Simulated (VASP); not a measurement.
Consider the following.

```xyz
8
Lattice="4.8796 0.0000 0.0000 0.0000 4.8796 0.0000 0.0000 0.0000 4.8796" Properties=species:S:1:pos:R:3 pbc="T T T"
Ge     0.0000     0.0000     0.0000
Ge     2.4398     2.4398     2.4398
Mo     1.2199     0.0000     2.4398
Mo     3.6597     0.0000     2.4398
Mo     2.4398     3.6597     0.0000
Mo     2.4398     1.2199     0.0000
Mo     0.0000     2.4398     3.6597
Mo     0.0000     2.4398     1.2199
```

These are LDA (Ceperley-Alder, Perdew-Zunger), VASP's LDA PAW potentials (set 64) (plane waves; VASP 6.6.1) values and carry that method's errors. Numerical set-up: 400 eV cut-off, 6×6×6 Γ-centred mesh, first-order Methfessel-Paxton smearing of 0.10 eV, potentials Ge_d Mo_sv.

Problem. Estimate the energy per atom (σ→0), band gap (on the k-mesh) with the smallest direct gap where there is one.

Solution. 
| Property | Result |
|---|---|
| band gap (on the k-mesh) | none (metal, semimetal or under 0.01 eV) |
| energy per atom (σ→0) | -10.598 eV/atom |

Only differences to runs with the same potentials and settings are physical.

The structure comes from a computed database's GeMo3 entry (Pm-3n); how it stands against other phases isn't given here. It was relaxed first. The start is the result of an earlier pass.
